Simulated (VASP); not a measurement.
```
CELL_PARAMETERS angstrom
      1.62473    -2.81411     0.00000
      1.62473     2.81411     0.00000
      0.00000     0.00000    12.79227
ATOMIC_POSITIONS crystal
  W  0.33333 0.66667 0.25000
  W  0.66667 0.33333 0.75000
  S  0.33333 0.66667 0.87300
  S  0.66667 0.33333 0.37300
  S  0.66667 0.33333 0.12700
  S  0.33333 0.66667 0.62700
```

All values below come from vdW-DF2, VASP's PBE PAW potentials (set 64) (plane waves; VASP 6.6.1). Numerical set-up: 520 eV cut-off, 8×8×2 Γ-centred mesh, Gaussian smearing of 0.050 eV, potentials W_sv S.

The ions and cell shape at fixed volume are relaxed. What does this cell relax into?

```
CELL_PARAMETERS angstrom
      1.63482    -2.83159     0.00000
      1.63482     2.83159     0.00000
      0.00000     0.00000    12.63483
ATOMIC_POSITIONS crystal
  W  0.33333 0.66667 0.25000
  W  0.66667 0.33333 0.75000
  S  0.33333 0.66667 0.87584
  S  0.66667 0.33333 0.37584
  S  0.66667 0.33333 0.12416
  S  0.33333 0.66667 0.62416
```
Space group P6_3/mmc (194), at a tolerance of 0.03 Å.

How much energy does the relaxation gain?

The energy (σ→0) changes by -5.3 meV/atom, in 5 ionic steps.

```csv
step,E(σ→0) (eV),max force (eV/Å),pressure (GPa),volume (Å³)
1,-30.8688,0.465,4.14,116.98
2,-30.8896,0.023,2.24,116.98
3,-30.8896,0.024,2.24,116.98
4,-30.8986,0.014,1.69,116.98
5,-30.9007,0.005,1.28,116.98
```

The compound is WS2 in the 2H layered structure. This cell is one point of a volume scan, at 0.97 of the reference volume. Symmetry was kept, so distortions that lower it aren't found.
